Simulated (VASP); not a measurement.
Here is the system:

```
Na
1.0
   -1.85949     1.85949     1.85949
    1.85949    -1.85949     1.85949
    1.85949     1.85949    -1.85949
Na
1
Direct
  0.00000   0.00000   0.00000
```

The numbers are results of PBEsol GGA, VASP's PBE PAW potentials (set 64) (plane waves; VASP), not measurements. Settings: 500 eV cut-off, 14×14×14 Γ-centred mesh, first-order Methfessel-Paxton smearing of 0.10 eV, potentials Na_pv.

**Question.** Estimate the energy per atom (σ→0), pressure, band gap (on the k-mesh) with the smallest direct gap where there is one.

**Answer.** 
| Item | Value |
|---|---|
| band gap (on the k-mesh) | none (metal, semimetal or under 0.01 eV) |
| energy per atom (σ→0) | -1.269 eV/atom |
| pressure | 5.03 GPa |

The compound is Na in the bcc structure. It was relaxed first under an external pressure of 5 GPa.
